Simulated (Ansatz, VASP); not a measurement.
Given: the input of a run of VASP 6.6.1 on LaPb2.

Contents of INCAR:

```
PREC = Accurate
ENCUT = 520
EDIFF = 1E-7
ISMEAR = -1
SIGMA = 0.05
LREAL = False
LASPH = True
NELM = 60
ALGO = Normal
ISIF = 2
LWAVE = False
LCHARG = False
GGA = PE
NBANDS = 26
```

KPOINTS

```
regular mesh
0
Gamma
  9 9 9
```

Contents of POSCAR:

```
LaPb2
1.0
   -2.0384160225      2.0384160225      5.5622453882
    2.0384160225     -2.0384160225      5.5622453882
    2.0384160225      2.0384160225     -5.5622453882
Pb La
2 1
Direct
    0.6863945000      0.6863945000      0.0000000000
    0.3136055000      0.3136055000      0.0000000000
    0.0000000000      0.0000000000      0.0000000000
```

Potentials or basis: VASP PAW PBE potentials, release 64 (Pb_d, La).

Command:

```console
$ cat potpaw_PBE.64/Pb_d/POTCAR potpaw_PBE.64/La/POTCAR > POTCAR
$ mpirun -np 1 vasp_std > vasp.out
```

Problem. Translate it to Ansatz 0.2.0. Potentials there: Ansatz PAW.

Solution. As run (the cutoff follows the program's own potentials):

input.yaml

```yaml
crystal:
  lattice:
    - [-2.0384160225, 2.0384160225, 5.5622453882]
    - [2.0384160225, -2.0384160225, 5.5622453882]
    - [2.0384160225, 2.0384160225, -5.5622453882]
  atoms:
    - { symbol: Pb, position: [0.6863945, 0.6863945, 0.0] }
    - { symbol: Pb, position: [0.3136055, 0.3136055, 0.0] }
    - { symbol: La, position: [0.0, 0.0, 0.0] }
hamiltonian:
  xc: pbe
  pseudopotentials: { kind: paw }
kpoints:
  mp_grid: { grid: [9, 9, 9] }
scf:
  occupations: { method: fermi_dirac, width: 0.05 }
output:
  forces: true
  stress: true
  eigenvalues: true
```

Potentials or basis: Ansatz PAW.

Run with:

```console
$ ansatz run input.yaml --threads 2 --pin off --max-ram 5120MiB --backend cpu --events-out ev --progress --plain --runs-dir out
```

Both were run:

|  | VASP | Ansatz | Ansatz less VASP |
| --- | --- | --- | --- |
| gap on the k mesh at the Fermi level (eV) | none | none | - |
| pressure (GPa) | 2.0 | 2.1 | +0.07 |
| largest component of the traceless stress (GPa) | 1.15 | 1.16 | +0.012 |
| rms of the force components (eV/Å) | 0.074 | 0.073 | -0.0010 |

Atom by atom the forces differ by 0.001 eV/Å (rms over components). A gap of «none» marks a metal or a gap that the smearing closes. With one functional, cell and mesh, what is left measures potentials, basis and numerics.

The runs have no spin-orbit coupling, so splittings on La, Pb are missing.
